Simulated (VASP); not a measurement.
Level of theory: PBEsol GGA, VASP's PBE PAW potentials (set 64) (plane waves; VASP).

The input files of a VASP run:

### POSCAR
```
TiNbB4
1
    3.0870300000     0.0000000000     0.0000000000
   -1.5435150000     2.6734460000     0.0000000000
    0.0000000000     0.0000000000     6.5994300000
Ti Nb B
1 1 4
Direct
  0.0000000000   0.0000000000   0.5000000000
  0.0000000000   0.0000000000   0.0000000000
  0.3333330000   0.6666670000   0.7407700000
  0.6666670000   0.3333330000   0.2592300000
  0.6666670000   0.3333330000   0.7407700000
  0.3333330000   0.6666670000   0.2592300000
```

**INCAR**
```
SYSTEM = TiNbB4
PREC = Accurate
ENCUT = 400
EDIFF = 1E-6
NELM = 100
ALGO = Normal
LREAL = .FALSE.
LASPH = .TRUE.
ISMEAR = -1
SIGMA = 0.1
GGA = PS
LMAXMIX = 4
LWAVE = .FALSE.
LCHARG = .FALSE.
ISIF = 3
IBRION = 2
NSW = 50
EDIFFG = -0.01
```

File KPOINTS:
```
Automatic
0
G
  10 10 4
```

POTCAR, in this order: Ti_sv Nb_sv B (PBE.64 set). Program: vasp_std.

Output

File OSZICAR:
```
...
DAV:   7    -0.534908078666E+02   -0.37031E+00   -0.89373E+00  2972   0.212E+01    0.467E+00
DAV:   8    -0.532228814194E+02    0.26793E+00   -0.19733E+00  2588   0.103E+01    0.295E+00
DAV:   9    -0.532436162447E+02   -0.20735E-01   -0.33203E-01  2698   0.398E+00    0.990E-01
DAV:  10    -0.532338144379E+02    0.98018E-02   -0.81482E-02  2732   0.179E+00    0.260E-01
DAV:  11    -0.532335557777E+02    0.25866E-03   -0.91055E-03  2542   0.620E-01    0.770E-02
DAV:  12    -0.532335384860E+02    0.17292E-04   -0.95369E-04  2670   0.265E-01    0.358E-02
DAV:  13    -0.532335381482E+02    0.33781E-06   -0.60740E-05  2704   0.641E-02    0.143E-02
DAV:  14    -0.532335400756E+02   -0.19274E-05   -0.17124E-05  2724   0.312E-02    0.353E-03
DAV:  15    -0.532335399730E+02    0.10265E-06   -0.10459E-06  1524   0.662E-03
   1 F= -.53233540E+02 E0= -.53206287E+02  d E =-.532335E+02
       N       E                     dE             d eps       ncg     rms          rms(c)
DAV:   1    -0.551734212219E+02   -0.19399E+01   -0.61495E+01  2196   0.996E+01    0.130E+01
DAV:   2    -0.534774788941E+02    0.16959E+01   -0.10949E+01  2594   0.377E+01    0.411E+00
DAV:   3    -0.532688430407E+02    0.20864E+00   -0.29289E+00  3286   0.136E+01    0.247E+00
DAV:   4    -0.531634275753E+02    0.10542E+00   -0.10263E+00  2836   0.724E+00    0.123E+00
DAV:   5    -0.531791001093E+02   -0.15673E-01   -0.19362E-01  2994   0.283E+00    0.597E-01
DAV:   6    -0.531918089441E+02   -0.12709E-01   -0.56060E-02  3316   0.170E+00    0.683E-01
DAV:   7    -0.531991076199E+02   -0.72987E-02   -0.85355E-03  2376   0.731E-01    0.231E-01
DAV:   8    -0.532014951872E+02   -0.23876E-02   -0.10251E-02  3168   0.471E-01    0.963E-02
DAV:   9    -0.532015296777E+02   -0.34491E-04   -0.22971E-04  2190   0.126E-01    0.333E-02
DAV:  10    -0.532015370101E+02   -0.73323E-05   -0.53003E-05  2676   0.660E-02    0.402E-03
DAV:  11    -0.532015368144E+02    0.19566E-06   -0.17487E-06  1598   0.123E-02
   2 F= -.53201537E+02 E0= -.53177774E+02  d E =0.320032E-01
       N       E                     dE             d eps       ncg     rms          rms(c)
DAV:   1    -0.539437012036E+02   -0.74216E+00   -0.18758E+01  2374   0.560E+01    0.730E+00
DAV:   2    -0.534473886642E+02    0.49631E+00   -0.57503E+00  2764   0.238E+01    0.242E+00
DAV:   3    -0.533485343318E+02    0.98854E-01   -0.19520E+00  3126   0.100E+01    0.171E+00
DAV:   4    -0.532893765212E+02    0.59158E-01   -0.51540E-01  2574   0.483E+00    0.442E-01
DAV:   5    -0.532970149736E+02   -0.76385E-02   -0.68599E-02  3208   0.147E+00    0.338E-01
DAV:   6    -0.533014048534E+02   -0.43899E-02   -0.85074E-03  3246   0.611E-01    0.315E-01
DAV:   7    -0.533051657200E+02   -0.37609E-02   -0.66968E-03  2780   0.545E-01    0.428E-02
DAV:   8    -0.533053257861E+02   -0.16007E-03   -0.16433E-03  3238   0.219E-01    0.381E-02
DAV:   9    -0.533053337030E+02   -0.79169E-05   -0.74108E-05  2438   0.662E-02    0.177E-02
DAV:  10    -0.533053356398E+02   -0.19368E-05   -0.14070E-05  2662   0.304E-02    0.202E-03
DAV:  11    -0.533053355746E+02    0.65246E-07   -0.10534E-06  1550   0.839E-03
   3 F= -.53305336E+02 E0= -.53279722E+02  d E =-.717956E-01
       N       E                     dE             d eps       ncg     rms          rms(c)
DAV:   1    -0.533055037106E+02   -0.16807E-03   -0.53152E-03  2306   0.932E-01    0.119E-01
DAV:   2    -0.533053627592E+02    0.14095E-03   -0.13257E-03  2672   0.376E-01    0.386E-02
DAV:   3    -0.533053427023E+02    0.20057E-04   -0.42462E-04  3104   0.152E-01    0.278E-02
DAV:   4    -0.533053274259E+02    0.15276E-04   -0.12599E-04  2578   0.763E-02    0.866E-03
DAV:   5    -0.533053302997E+02   -0.28738E-05   -0.18600E-05  3196   0.242E-02    0.608E-03
DAV:   6    -0.533053321551E+02   -0.18554E-05   -0.19125E-06  1620   0.109E-02    0.521E-03
DAV:   7    -0.533053343551E+02   -0.22000E-05   -0.46336E-06  2392   0.119E-02    0.149E-03
DAV:   8    -0.533053340978E+02    0.25729E-06   -0.21340E-07  1140   0.480E-03
   4 F= -.53305334E+02 E0= -.53279753E+02  d E =-.717941E-01
       N       E                     dE             d eps       ncg     rms          rms(c)
DAV:   1    -0.533132443543E+02   -0.79100E-02   -0.37456E-01  1908   0.670E+00    0.494E-01
DAV:   2    -0.533102608775E+02    0.29835E-02   -0.24834E-02  2098   0.127E+00    0.296E-01
DAV:   3    -0.533090642607E+02    0.11966E-02   -0.99404E-03  2838   0.785E-01    0.181E-01
DAV:   4    -0.533082938745E+02    0.77039E-03   -0.51463E-03  2792   0.529E-01    0.344E-02
DAV:   5    -0.533082789607E+02    0.14914E-04   -0.30578E-04  2248   0.143E-01    0.167E-02
DAV:   6    -0.533082775735E+02    0.13872E-05   -0.15210E-05  2782   0.277E-02    0.852E-03
DAV:   7    -0.533082768494E+02    0.72411E-06   -0.11782E-06  1482   0.941E-03
   5 F= -.53308277E+02 E0= -.53282897E+02  d E =-.294275E-02
       N       E                     dE             d eps       ncg     rms          rms(c)
DAV:   1    -0.533084120467E+02   -0.13447E-03   -0.69457E-03  1920   0.911E-01    0.673E-02
DAV:   2    -0.533083549606E+02    0.57086E-04   -0.45520E-04  2188   0.172E-01    0.401E-02
DAV:   3    -0.533083329067E+02    0.22054E-04   -0.18527E-04  2840   0.107E-01    0.247E-02
DAV:   4    -0.533083185796E+02    0.14327E-04   -0.94891E-05  2748   0.718E-02    0.472E-03
DAV:   5    -0.533083183592E+02    0.22039E-06   -0.53007E-06  1814   0.191E-02
   6 F= -.53308318E+02 E0= -.53282958E+02  d E =-.298426E-02
       N       E                     dE             d eps       ncg     rms          rms(c)
DAV:   1    -0.533088236627E+02   -0.50508E-03   -0.16029E-02  2394   0.157E+00    0.198E-01
DAV:   2    -0.533084018698E+02    0.42179E-03   -0.27662E-03  2556   0.574E-01    0.564E-02
DAV:   3    -0.533083627432E+02    0.39127E-04   -0.68385E-04  3050   0.192E-01    0.384E-02
DAV:   4    -0.533083383126E+02    0.24431E-04   -0.27433E-04  2794   0.111E-01    0.160E-02
DAV:   5    -0.533083411980E+02   -0.28854E-05   -0.43155E-05  2942   0.388E-02    0.962E-03
DAV:   6    -0.533083442039E+02   -0.30060E-05   -0.10422E-05  3228   0.215E-02    0.968E-03
DAV:   7    -0.533083448094E+02   -0.60543E-06   -0.29527E-06  2062   0.131E-02
   7 F= -.53308345E+02 E0= -.53282937E+02  d E =-.264502E-04
       N       E                     dE             d eps       ncg     rms          rms(c)
DAV:   1    -0.533084145004E+02   -0.70296E-04   -0.20097E-03  2468   0.551E-01    0.711E-02
DAV:   2    -0.533083588863E+02    0.55614E-04   -0.34567E-04  2510   0.202E-01    0.206E-02
DAV:   3    -0.533083537721E+02    0.51142E-05   -0.82894E-05  3032   0.672E-02    0.129E-02
DAV:   4    -0.533083514192E+02    0.23529E-05   -0.33602E-05  2666   0.387E-02    0.549E-03
DAV:   5    -0.533083523838E+02   -0.96465E-06   -0.50326E-06  2000   0.144E-02
   8 F= -.53308352E+02 E0= -.53282962E+02  d E =-.340246E-04
       N       E                     dE             d eps       ncg     rms          rms(c)
DAV:   1    -0.533083549859E+02   -0.35667E-05   -0.11383E-04  2118   0.136E-01    0.151E-02
DAV:   2    -0.533083522370E+02    0.27489E-05   -0.16145E-05  2562   0.475E-02    0.366E-03
DAV:   3    -0.533083523380E+02   -0.10093E-06   -0.36906E-06  1820   0.153E-02
   9 F= -.53308352E+02 E0= -.53282965E+02  d E =-.339788E-04
       N       E                     dE             d eps       ncg     rms          rms(c)
DAV:   1    -0.533083819629E+02   -0.29726E-04   -0.19306E-03  1848   0.345E-01    0.213E-02
DAV:   2    -0.533083789746E+02    0.29883E-05   -0.19486E-04  2644   0.120E-01    0.225E-02
DAV:   3    -0.533083728807E+02    0.60939E-05   -0.57160E-05  2648   0.530E-02    0.105E-02
DAV:   4    -0.533083722892E+02    0.59147E-06   -0.10136E-05  2068   0.223E-02    0.306E-03
DAV:   5    -0.533083723774E+02   -0.88234E-07   -0.15494E-06  1436   0.115E-02
  10 F= -.53308372E+02 E0= -.53282991E+02  d E =-.200395E-04
```

**OUTCAR**
```
------------------------ aborting loop because EDIFF is reached ----------------------------------------
  FORCE on cell =-STRESS in cart. coord.  units (eV):
  Direction    XX          YY          ZZ          XY          YZ          ZX
  --------------------------------------------------------------------------------------
  Total        0.0011820      0.0011820      0.0009826      0.0000000     -0.0000000     -0.0000000
  in kB        0.0361792      0.0361792      0.0300762      0.0000000     -0.0000000     -0.0000000
  external PRESSURE =       0.0341449 kB  Pullay stress =       0.0000000 kB
  volume of cell :       52.35
      direct lattice vectors                 reciprocal lattice vectors
     3.057484634  0.000000000 -0.000000000     0.327066239  0.188831809  0.000000000
    -1.528742317  2.647858974  0.000000000    -0.000000000  0.377663618  0.000000000
    -0.000000000 -0.000000000  6.465768690     0.000000000  0.000000000  0.154660652
 POSITION                                       TOTAL-FORCE (eV/Angst)
 -----------------------------------------------------------------------------------
     -0.00000     -0.00000      3.23288         0.000000     -0.000000     -0.000000
      0.00000      0.00000      0.00000         0.000000     -0.000000     -0.000000
     -0.00000      1.76524      4.79557        -0.000000      0.000000      0.003069
      1.52874      0.88262      1.67020         0.000000     -0.000000     -0.003069
      1.52874      0.88262      4.79557        -0.000000      0.000000      0.003069
     -0.00000      1.76524      1.67020         0.000000      0.000000     -0.003069
 -----------------------------------------------------------------------------------
    total drift:                               -0.000000     -0.000000      0.000000
  FREE ENERGIE OF THE ION-ELECTRON SYSTEM (eV)
  ---------------------------------------------------
  free  energy   TOTEN  =       -53.3083723774 eV

  energy  without entropy=      -53.2576088723  energy(sigma->0) =      -53.28299062

 reached required accuracy - stopping structural energy minimisation
```
(Selected blocks of OUTCAR.)

### CONTCAR
```
TiNbB4
   1.00000000000000
     3.0574846342609274    0.0000000000000000   -0.0000000000000000
    -1.5287423171304637    2.6478589743543801    0.0000000000000000
    -0.0000000000000000   -0.0000000000000000    6.4657686898550715
  Ti              Nb              B
     1     1     4
Direct
     0.0000000000000000    0.0000000000000000    0.5000000000000000
     0.0000000000000000    0.0000000000000000    0.0000000000000000
     0.3333330000000032    0.6666669999999968    0.7416855012883669
     0.6666669999999968    0.3333330000000032    0.2583144987116333
     0.6666669999999968    0.3333330000000032    0.7416855012883669
     0.3333330000000032    0.6666669999999968    0.2583144987116333
```

At this cut-off the stress carries a Pulay error, which pulls relaxed volumes low. Energy and stress use the plane-wave basis of the starting cell.

The structure comes from a computed database's TiNbB4 entry; how it stands against other phases isn't given here. This run relaxes it. Symmetry was kept, so distortions that lower it aren't found. The run is one of a series of settings (EDIFFG = -0.01, IBRION = 2, ISIF = 3, NSW = 50 against the base run), some of them coarse on purpose. The electron count is odd and the run is not spin-polarised, which forces a metal. VASP warned that the highest band is occupied, so more bands are needed.
